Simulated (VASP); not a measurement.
Output of a VASP run:

File OSZICAR:
```
       N       E                     dE             d eps       ncg     rms          rms(c)
DAV:   1     0.110817158402E+03    0.11082E+03   -0.74911E+03  1728   0.113E+03
DAV:   2    -0.962222426607E+01   -0.12044E+03   -0.11452E+03  2048   0.307E+02
DAV:   3    -0.147350608791E+02   -0.51128E+01   -0.50794E+01  2180   0.661E+01
DAV:   4    -0.149118681224E+02   -0.17681E+00   -0.17667E+00  2492   0.111E+01
DAV:   5    -0.149136530344E+02   -0.17849E-02   -0.17848E-02  2100   0.116E+00    0.797E+00
DAV:   6    -0.134709806938E+02    0.14427E+01   -0.69743E+00  2008   0.255E+01    0.345E+00
DAV:   7    -0.134253006972E+02    0.45680E-01   -0.56321E-01  2376   0.743E+00    0.170E+00
DAV:   8    -0.134114540423E+02    0.13847E-01   -0.64086E-02  1932   0.288E+00    0.360E-01
DAV:   9    -0.134097093219E+02    0.17447E-02   -0.17625E-02  2172   0.111E+00    0.127E-01
DAV:  10    -0.134099402895E+02   -0.23097E-03   -0.15838E-03  1908   0.447E-01    0.237E-02
DAV:  11    -0.134099436533E+02   -0.33638E-05   -0.13013E-04  2312   0.115E-01    0.131E-02
DAV:  12    -0.134099418393E+02    0.18140E-05   -0.11548E-05  2100   0.411E-02    0.292E-03
DAV:  13    -0.134099416223E+02    0.21706E-06   -0.11994E-06  1380   0.101E-02
   1 F= -.13409942E+02 E0= -.13409942E+02  d E =-.190357E-13
```

**OUTCAR**
```
------------------------ aborting loop because EDIFF is reached ----------------------------------------
  FORCE on cell =-STRESS in cart. coord.  units (eV):
  Direction    XX          YY          ZZ          XY          YZ          ZX
  --------------------------------------------------------------------------------------
  Total        0.2803476      0.2803476      0.2803476      0.0000000     -0.0000000     -0.0000000
  in kB       17.2108381     17.2108381     17.2108381      0.0000000     -0.0000000     -0.0000000
  external PRESSURE =      17.2108381 kB  Pullay stress =       0.0000000 kB
  volume of cell :       26.10
      direct lattice vectors                 reciprocal lattice vectors
     0.000000000  2.354282000  2.354282000    -0.212378976  0.212378976  0.212378976
     2.354282000  0.000000000  2.354282000     0.212378976 -0.212378976  0.212378976
     2.354282000  2.354282000  0.000000000     0.212378976  0.212378976 -0.212378976
  FREE ENERGIE OF THE ION-ELECTRON SYSTEM (eV)
  ---------------------------------------------------
  free  energy   TOTEN  =       -13.4099416223 eV

  energy  without entropy=      -13.4099416223  energy(sigma->0) =      -13.40994162
```
(Selected blocks of OUTCAR.)

### POSCAR
```
CaO
1
    0.0000000000     2.3542820000     2.3542820000
    2.3542820000     0.0000000000     2.3542820000
    2.3542820000     2.3542820000     0.0000000000
Ca O
1 1
Direct
  0.0000000000   0.0000000000   0.0000000000
  0.5000000000   0.5000000000   0.5000000000
```

### Question
Reconstruct the remaining input files.

### Answer
One answer among several that fit: the input of the run itself, PBEsol GGA, plane waves, VASP's PBE PAW potentials (set 64).

**INCAR**
```
! general
SYSTEM = CaO
PREC   = Accurate
ENCUT  = 400
LREAL  = .FALSE.   ! projection in real space or not
LASPH  = .TRUE.

! electronic loop
EDIFF  = 1E-6
NELM   = 100   ! most electronic steps
ALGO   = Normal   ! blocked Davidson

! smearing
ISMEAR = -1
SIGMA  = 0.02

! functional
GGA    = PS   ! PBEsol

! ions
ISIF   = 2   ! forces and stress, cell fixed

! output
LWAVE  = .FALSE.
LCHARG = .FALSE.
```

File KPOINTS:
```
Automatic
0
Gamma
12 12 12
0 0 0
```

POTCAR, in this order: Ca_sv O (PBE.64 set). Program: vasp_std.

At this cut-off the stress carries a Pulay error, which pulls relaxed volumes low.

The structure comes from a computed database's CaO entry; how it stands against other phases isn't given here. The cell was not relaxed at this level. The run is one of a series of settings (GGA = PS against the base run), some of them coarse on purpose.
